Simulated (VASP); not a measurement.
Input for VASP

POSCAR:
```
Zn(HO)2
1
    3.1418574555    -0.0000000000     0.0000000000
   -1.5709287277     2.7209279970    -0.0000000000
    0.0000000000    -0.0000000000     4.3643325399
Zn H O
1 2 2
Direct
  0.0000000000   0.0000000000   1.0000000000
  0.6666670000   0.3333330000   0.5393732427
  0.3333330000   0.6666670000   0.4606267573
  0.6666670000   0.3333330000   0.7650023526
  0.3333330000   0.6666670000   0.2349976474
```

### KPOINTS
```
Automatic mesh
0
Gamma
9 9 6
0 0 0
```

**INCAR**
```
ALGO  =  Normal
EDIFF  =  1E-7
ENCUT  =  520
ISIF  =  2
ISMEAR  =  -5
LASPH  =  .TRUE.
LCHARG  =  .TRUE.
LEFG  =  .TRUE.
LMAXMIX  =  4
LORBIT  =  11
LREAL  =  .FALSE.
LWAVE  =  .FALSE.
NEDOS  =  601
NELM  =  100
PREC  =  Accurate
SYSTEM  =  Zn(HO)2
```

POTCAR, in this order: Zn H O (LDA.64 set). Program: vasp_std.

Q: Translate this LDA calculation to Ansatz.

A: One equivalent input (not run):
Ansatz 0.2 input:
```yaml
crystal:
  lattice:
    - [3.1418575, 0.0000000, 0.0000000]
    - [-1.5709287, 2.7209280, 0.0000000]
    - [0.0000000, 0.0000000, 4.3643325]
  atoms:
    - { symbol: Zn, position: [0.0000000, 0.0000000, 1.0000000] }
    - { symbol: H, position: [0.6666670, 0.3333330, 0.5393732] }
    - { symbol: H, position: [0.3333330, 0.6666670, 0.4606268] }
    - { symbol: O, position: [0.6666670, 0.3333330, 0.7650024] }
    - { symbol: O, position: [0.3333330, 0.6666670, 0.2349976] }
kpoints:
  mp_grid: { grid: [9, 9, 6] }
hamiltonian:
  xc: lda
  pseudopotentials: { kind: paw }
scf:
  occupations: { method: tetrahedron }
  max_iter: 100
output: { forces: true, stress: true, eigenvalues: true }
```
Limits of the translation: each code has its own PAW files, so the cut-off isn't converted (ENCUT is set for VASP's; basis.ecutwfc is left out, and Ansatz then takes the one that its files recommend); Ansatz stops its SCF on the density residual and VASP on the energy change (EDIFF); Ansatz's lda is the Perdew-Wang form, while the LDA potentials of VASP carry Perdew-Zunger's; the field gradients of LEFG aren't asked of the other code.

The structure comes from a computed database's ZnH2O2 entry (P-3m1); how it stands against other phases isn't given here. It was relaxed first, which changed the volume by -9 %.
